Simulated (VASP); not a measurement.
Consider the following.

```
IrRh3
1.0
    0.00000     1.89498     1.89498
    1.89498     0.00000     1.89498
    7.57679     7.57679     0.00314
Rh Ir
3 1
Direct
  0.99967   0.99967   0.00025
  0.00000   0.00000   0.25000
  0.00033   0.00033   0.49975
  0.00000   0.00000   0.75000
```

All values below come from PBEsol GGA, VASP's PBE PAW potentials (set 64) (plane waves; VASP). Run with 400 eV cut-off, 15×15×4 Γ-centred mesh, tetrahedra with Blöchl corrections, potentials Rh_pv Ir.

The cores are frozen, which limits the accuracy of field gradients.

Question: Give the principal components of the electric field gradient (V/Å²) and the asymmetry η at each nucleus.

Answer: 
```tsv
atom	Vxx	Vyy	Vzz	η
Rh1	1.4	1.4	-2.9	0.00
Rh2	1.3	1.3	-2.6	0.00
Rh3	1.4	1.4	-2.9	0.00
Ir4	-34.5	-34.5	68.9	0.00
```

The structure was generated: IrRh3 was put into an ordered model structure (R-3m), which need not be its known phase. It was relaxed first.
